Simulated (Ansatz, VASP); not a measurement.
# Cross-check of Co (Cobalt) between VASP and Ansatz, part 2 of 2

One calculation is typed for both programs; each brings its own data sets and cutoff. How far apart do they land? The cell is taken from a series of VASP runs on this material, whose earlier steps may have relaxed, scaled or displaced it; both programs get it as it stands.

VASP 6.6.1 and Ansatz 0.2.0.

So far: The structure; VASP: relaxation of cell and atoms, LDA.

### 3. Ansatz: relaxation of cell and atoms, LDA

Level of this step: Ansatz beside VASP: Kohn-Sham DFT, plane waves, LDA (Ansatz).

Ansatz runs on its default PAW (the set named soft_2) files.

The same cell, functional (in two slightly different forms), mesh and smearing now go to Ansatz, which takes its cutoff from its data sets.

Contents of input.yaml:

```yaml
crystal:
  lattice:
    - [2.4261398501, 0.0, 0.0]
    - [-1.213069925, 2.1010987433, 0.0]
    - [0.0, 0.0, 3.9114149461]
  atoms:
    - { symbol: Co, position: [0.6666666667, 0.3333333333, 0.75], spin: 2.0 }
    - { symbol: Co, position: [0.3333333333, 0.6666666667, 0.25], spin: 2.0 }
hamiltonian:
  xc: lda
  pseudopotentials: { kind: paw }
magnetization:
  spin_polarized: true
kpoints:
  mp_grid: { grid: [22, 22, 12] }
scf:
  occupations: { method: methfessel_paxton, width: 0.15 }
relax:
  f_tol: 0.01
  max_steps: 60
  cell: { stress_tol: 0.05 }
output:
  forces: true
  stress: true
  write_density: true
  write_potential: true
  elf: true
  volumetric_format: npy
```

Started as:

```sh
$ ansatz run input.yaml --threads 4 --pin off --max-ram 9216MiB --backend cpu --events-out ev --progress --plain --runs-dir out
```

Numbers of over 12 decimals in the logs are rounded to 6 here.

Log:

```text
Engine: ansatz 0.2.0, aarch64-unknown-linux-gnu
Pseudopotentials: kind: paw
Pseudopotential: Co, paw, valence charge 17, recommended cutoff 420 eV (normal), Co.paw.azcp
Functional definition: SPW92
  exchange = slater_x
  correlation = pw_c
Crystal: 2 atoms, lattice volume = 19.939 Å³
Basis set: ecut = 420 eV, 391 PW (Γ)
Bands: 23, of which v1, the nominal top of the filled ones, is band 17 counted from 1 (16 counted from 0)
Symmetry: 24 space group operations
Space group: P63/mmc (ITA 194), of the structure as read, at distance tolerance 2.7e-5 Å
Magnetic group: BNS 194.263 (UNI 1493), of the structure as read, at distance tolerance 2.7e-5 Å
k-points: 364 of 5808
Non-local potential: Co, projectors of the file, l = 0: 3, l = 1: 2, l = 2: 3, l = 3: 1
PAW form: soft (Blöchl's): semilocal exchange-correlation on the pseudo side does not see the compensation charge
PAW frozen core: Co, regenerated for the run's functional, and the local potential with it (the file was generated under x = pbe(κ = 0.804, μ = 0.219515), c = pbe(β = 0.066725))
PAW one-centre angular grid: Co, 590 points (default); XC on 64 Gauss nodes
Initial density: superposition of atomic densities (chi_scale 0.1, normalization cell)
Starting moments: Σ|m| = 4 μB on 2 of 2 sites
Initial wavefunctions: pseudopotential atomic-orbital guess
Functional: x = slater, c = lda
SCF iter   1: F=—  HF=-10124.885916 eV  |F-HF|=—  |Δ(HF+E_count)|=         —  Δρ=9.94e-2 (↑8.08e-2 ↓9.94e-2)  dr2=3.52e0  dr2_m=5.37e-2  M=3.436 μB ∫|m|=3.553 μB  β_m=0.30  ethr=3.10e-3  ⟨swp⟩=4.5  Hψ=60529  notcnv=0
Mixer restart at iter 1: flushing history
preconditioner: auto → none  [metal: Δε(μ)=0.006 eV  Ē_g=9.877 eV  σ=0.150 eV  W_gap=0.02  n_scr=2 (ndim 8)  ℏωp=35.3 eV  f_vac=0.000  D(μ)=1.46/eV (n_scr^D=22)  sad-step TF]
SCF iter   2: F=—  HF=-10123.772358 eV  |F-HF|=—  |Δ(HF+E_count)|=    1.11e0  Δρ=3.18e-2 (↑1.73e-2 ↓3.18e-2)  dr2=2.59e-1  dr2_m=3.74e-2  M=3.402 μB ∫|m|=3.551 μB  β_m=0.35  ethr=3.10e-3  ⟨swp⟩=2.8  Hψ=35331  notcnv=0  defer=958
SCF iter   3: F=—  HF=-10124.506946 eV  |F-HF|=—  |Δ(HF+E_count)|=         —  Δρ=2.38e-2 (↑1.34e-2 ↓2.38e-2)  dr2=2.20e-2  dr2_m=5.20e-2  M=3.169 μB ∫|m|=3.323 μB  β_m=0.35  ethr=7.60e-4  ⟨swp⟩=2.1  Hψ=22363  notcnv=0  defer=958
Mixer restart at iter 3: flushing history
SCF iter   4: F=—  HF=-10124.984172 eV  |F-HF|=—  |Δ(HF+E_count)|=   4.77e-1  Δρ=1.83e-2 (↑1.06e-2 ↓1.83e-2)  dr2=9.99e-3  dr2_m=3.54e-2  M=3.125 μB ∫|m|=3.289 μB  β_m=0.67  ethr=6.48e-5  ⟨swp⟩=2.2  Hψ=30165  notcnv=0  defer=958
SCF iter   5: F=—  HF=-10125.524078 eV  |F-HF|=—  |Δ(HF+E_count)|=   5.40e-1  Δρ=1.28e-2 (↑6.57e-3 ↓1.28e-2)  dr2=4.39e-2  dr2_m=2.47e-3  M=3.044 μB ∫|m|=3.231 μB  β_m=0.84  ethr=2.94e-5  ⟨swp⟩=2.0  Hψ=34061  notcnv=0  defer=885
SCF iter   6: F=—  HF=-10125.568910 eV  |F-HF|=—  |Δ(HF+E_count)|=   4.48e-2  Δρ=1.82e-2 (↑1.82e-2 ↓1.29e-2)  dr2=9.69e-2  dr2_m=1.28e-3  M=2.998 μB ∫|m|=3.189 μB  β_m=0.62  ethr=2.94e-5  ⟨swp⟩=2.3  Hψ=34822  notcnv=0  defer=683
SCF iter   7: F=—  HF=-10125.547948 eV  |F-HF|=—  |Δ(HF+E_count)|=   2.10e-2  Δρ=7.32e-3 (↑7.32e-3 ↓5.42e-3)  dr2=1.67e-2  dr2_m=1.66e-4  M=3.009 μB ∫|m|=3.199 μB  β_m=0.81  ethr=2.94e-5  ⟨swp⟩=2.1  Hψ=35825  notcnv=0  defer=813
SCF iter   8: F=—  HF=-10125.544355 eV  |F-HF|=—  |Δ(HF+E_count)|=   3.59e-3  Δρ=1.61e-3 (↑1.61e-3 ↓1.12e-3)  dr2=7.58e-4  dr2_m=1.08e-5  M=3.015 μB ∫|m|=3.204 μB  β_m=0.90  ethr=2.94e-5  ⟨swp⟩=2.0  Hψ=23157  notcnv=0  defer=879
SCF iter   9: F=—  HF=-10125.544208 eV  |F-HF|=—  |Δ(HF+E_count)|=   1.47e-4  Δρ=1.44e-4 (↑1.44e-4 ↓7.89e-5)  dr2=6.42e-6  dr2_m=2.08e-7  M=3.016 μB ∫|m|=3.205 μB  β_m=0.76  ethr=2.23e-6  ⟨swp⟩=2.5  Hψ=28642  notcnv=0  defer=876
SCF iter  10: F=—  HF=-10125.534768 eV  |F-HF|=—  |Δ(HF+E_count)|=         —  Δρ=7.64e-4 (↑7.64e-4 ↓7.60e-4)  dr2=7.01e-7  dr2_m=1.06e-4  M=3.024 μB ∫|m|=3.214 μB  β_m=0.76  ethr=1.89e-8  ⟨swp⟩=2.2  Hψ=24495  notcnv=0  defer=875
Mixer restart at iter 10: flushing history
iteration 10: the input's own smearing fills from here on; a Gaussian of 0.15 eV has filled iterations ahead of it
SCF iter  11: F=—  HF=-10125.534780 eV  |F-HF|=—  |Δ(HF+E_count)|=   1.19e-5  S|Δr|=    0.00e0  Δρ=3.57e-4 (↑3.37e-4 ↓3.57e-4)  dr2=1.03e-7  dr2_m=2.19e-5  M=3.026 μB ∫|m|=3.216 μB  β_m=0.88  ethr=2.06e-9  ⟨swp⟩=2.2  Hψ=26571  notcnv=0  defer=875
SCF iter  12: F=—  HF=-10125.534783 eV  |F-HF|=—  |Δ(HF+E_count)|=   3.52e-6  S|Δr|=    0.00e0  Δρ=7.53e-5 (↑7.53e-5 ↓5.10e-5)  dr2=1.16e-6  dr2_m=1.51e-7  M=3.027 μB ∫|m|=3.218 μB  β_m=0.73  ethr=2.94e-10  ⟨swp⟩=8.2  Hψ=101949  notcnv=0
SCF iter  13: F=—  HF=-10125.534783 eV  |F-HF|=—  |Δ(HF+E_count)|=   1.68e-7  S|Δr|=    0.00e0  Δρ=4.63e-5 (↑3.49e-5 ↓4.63e-5)  dr2=6.65e-7  dr2_m=9.64e-9  M=3.027 μB ∫|m|=3.218 μB  β_m=0.53  ethr=3.04e-10  ⟨swp⟩=2.4  Hψ=29761  notcnv=0  defer=874
SCF iter  14: F=-10125.534783 eV  HF=-10125.534783 eV  |F-HF|=1.46e-8  |Δ(HF+E_count)|=   1.50e-7  S|Δr|=    0.00e0  Δρ=1.09e-5 (↑4.80e-6 ↓1.09e-5)  dr2=1.85e-8  dr2_m=4.54e-9  M=3.027 μB ∫|m|=3.218 μB  ethr=2.94e-10  ⟨swp⟩=5.5  Hψ=96368  notcnv=0
SCF 1 converged in 14 iterations: F = -10125.534783 eV  dr2 = 1.85e-8
  greatest PAW one-centre occupation: 1.002 electrons in one spin orbital (limit 2), on the Co atom at site 1 (counted from 0), in its partial waves of l = 1
relax step   1: F+E_penalty+E_count = -10125.53478286 eV  Δ(F+E_penalty+E_count) = +0.000e0 eV  max|allowed force component| = 2.776e-17 eV/Å  Δτ_max = 0.0000 Å  P = +1.130 GPa  Ω = 19.939 Å³  (14 SCF iters, dr2 threshold 1.00e-7 eV, accepted)
[...]
relax step   2: F+E_penalty+E_count = -10125.53492255 eV  Δ(F+E_penalty+E_count) = -1.397e-4 eV  max|allowed force component| = 4.163e-17 eV/Å  Δτ_max = 0.0000 Å  P = +0.554 GPa  Ω = 19.979 Å³  energy of the carried Pulay correction = -7.934e-5 eV  (5 SCF iters, dr2 threshold 2.00e-7 eV, accepted)
[...]
relax step   3: F+E_penalty+E_count = -10125.53491789 eV  Δ(F+E_penalty+E_count) = +4.657e-6 eV  max|allowed force component| = 2.313e-17 eV/Å  Δτ_max = 0.0000 Å  P = +0.002 GPa  Ω = 20.019 Å³  energy of the carried Pulay correction = -1.560e-4 eV  (5 SCF iters, dr2 threshold 2.00e-7 eV, accepted)
[...]
relax step   4: F+E_penalty+E_count = -10125.53506682 eV  Δ(F+E_penalty+E_count) = -1.489e-4 eV  max|allowed force component| = 1.619e-17 eV/Å  Δτ_max = 0.0000 Å  P = +0.022 GPa  Ω = 20.019 Å³  stress off target by 4.18e-2 GPa  SCF on the basis re-selected at this cell (its energy is not comparable with the rows above)  (6 SCF iters)
basis re-selected at this cell: Δ(F+E_penalty+E_count) = -1.489e-4 eV, ΔP = +0.021 GPa vs the last step (what re-selecting the basis moved, of the pressure what is left beyond the Pulay correction that the steps carried, after the strain that the cell walked since its last selection, with what the two solves' SCF thresholds leave and, on support functions, any second-order correction that the steps lacked; it is no m [...]
SCF converged after 6 iterations
Stability not checked: this state was not tested for a lower state beside it, because cold or Methfessel-Paxton smearing, or corrected tetrahedra, fill the levels in a way that the test cannot read (fill_not_monotonic; see scf.lower_state_search)
Magnetization: 3.0326 μB (18.5163 up, 15.4837 down)
Absolute magnetization: 3.2261 μB (∫|ρ↑−ρ↓|, with the PAW one-centre terms)
Spin contamination: 0.0307 ħ² per cell (⟨S²⟩ above its minimum at these occupations)
Per-site moments (μB) at R_I (Å): [(1.561188, 0.993858), (1.561188, 0.993858)]
Free energy (F): -10125.535067 eV
Harris-Foulkes:  -10125.535067 eV  (|F-HF|=1.82e-12)
Internal energy: -10125.536295 eV  (E = F + TS)
E sigma→0 (E₀):  -10125.535374 eV
Entropy (-TS):   0.001228 eV (0.614 meV/atom)
Fermi energy:    20.088130 eV
--- Per-component energies (eV) ---
  E_band       = -434.185568
  E_kinetic    = 912.861230
  E_local      = -5442.151858  (includes V_loc(G=0)·N_el)
  E_nonlocal   = 918.533602
  E_hartree    = 2283.552902
  E_xc         = -317.061437
  E_vxc        = -411.639806  (∫ρ·V_xc dr)
  E_paw        = -2905.213343  (= ΣΔE_a)
  E_vpaw       = -978.894481  (= ΣTr[D̂ρ^β])
  E_aug_tail   = 0.000067  (compensation charges beyond the density's cutoff)
  E_ewald      = -5576.893960
  E_core_change = 0.836501  (= ΣΔE_core)
  E_smearing   = 0.001228  (= −TS)
  E_closure    = 0.000000  (closes the sum)
  Σ components = -10125.535067   (vs F -10125.535067, Δ=0.00e0)
--- Forces (eV/Å), atoms counted from 1 ---
  atom   1  Co    -0.00000000    -0.00000000     0.00000000
  atom   2  Co    -0.00000000     0.00000000     0.00000000
  max |Σ_I F_I| component: 3.24e-17 eV/Å
--- Stress (GPa, compression-positive) ---
        0.012788      -0.000000       0.000000
       -0.000000       0.012788       0.000000
        0.000000       0.000000       0.041775
  P = ⅓ Tr σ = 0.0225 GPa (0.225 kbar)
--- Band table (eV; the first three rows and the last of 728) ---
  k-point 0 ↑: bands = [... 13 lower, 17.8511, 17.8511, 18.2537, 18.2537, 19.5438, 19.5438, 19.9197, 27.2341, ... 2 higher]
  k-point 1 ↑: bands = [... 13 lower, 17.8279, 17.8279, 18.3075, 18.3075, 19.5404, 19.5404, 19.6313, 27.6619, ... 2 higher]
  k-point 2 ↑: bands = [... 13 lower, 17.7639, 17.7639, 18.4451, 18.4451, 18.9481, 19.5260, 19.5260, 28.7762, ... 2 higher]
  k-point 363 ↓: bands = [... 13 lower, 18.1616, 19.8160, 19.8160, 21.2580, 21.2580, 26.7352, 26.7352, 28.9935, ... 2 higher]
--- Relaxed structure (3 steps of the walk, 3 accepted, 1 SCFs on fresh bases) ---
  F+E_penalty+E_count = -10125.53506682 eV   max|allowed force component| = 1.619e-17 eV/Å   (the final SCF, on the basis selected at the relaxed cell)
  cell:  # Å, volume = 20.0187 Å³
    - [2.428812, -2.8899297374458876e-11, 0.0]
    - [-1.214406, 2.103413, 0.0]
    - [0.0, 0.0, 3.918475]
  atoms:
    - { symbol: Co, position: [0.666667, 0.333333, 0.75] }
    - { symbol: Co, position: [0.333333, 0.666667, 0.250000] }
```

Elapsed: 19 s, on 4 threads of Arm Neoverse V2, shared host; peak memory 0.55 GiB.

### 4. Differences

Known differences besides the potentials themselves: the two LDA forms differ slightly; both relaxations stop at a tolerance, which leaves soft axes loose, and VASP keeps its plane-wave basis; the data sets hold 34 valence electrons in Ansatz (default PAW (the set named soft_2) files) and 18 in VASP; the cutoff is 420 eV in Ansatz and 520 eV in VASP; VASP's log shows a relativistic correction to its local exchange, Ansatz's none; Ansatz adds a Pulay correction to the stress that steers its cell, VASP none; site moments are counted in spheres of each program's own size. Total energies have different zeros and are not compared.

The two programs side by side:

```
                                         quantity  Ansatz   VASP  difference
                                      volume (Å³)   20.02  19.94     +0.40 %
edge a after relaxation, in the typed setting (Å)   2.429  2.426     +0.11 %
edge c after relaxation, in the typed setting (Å)   3.918  3.911     +0.18 %
                                total moment (μB)    3.03   2.99       +0.04
                               moment on Co1 (μB)    1.56   1.49       +0.07
                               moment on Co2 (μB)    1.56   1.49       +0.07
```

The walks stopped with 0.02 GPa left in Ansatz and 0.05 GPa in VASP; each walk ends within a tolerance, so the volume difference is uncertain by about these residues over the bulk modulus, most in soft cells.

### 5. Results

- difference in volume (relaxation of cell and atoms, LDA): 0.40 %

In words: The difference in volume is 0.40 % (relaxation of cell and atoms, LDA), within the 1.2 % picked in this series as the mark of a large difference, as far as the stopping tolerances let one tell. How closely two codes agree says nothing of how well the functional describes the real material.

[Lines on the potential files, build, host, timing and source positions are cut from VASP's logs without a mark.]

[Logs are printed without paths, hosts, clocks, repeated set-up lines and the standing remarks that a program may print on its own settings, such as how far it seeks lower states.]

[Hosts, paths, dates, database ids (printed as entryN), source tags and the programs' standing remarks are cut or masked in the printed files.]
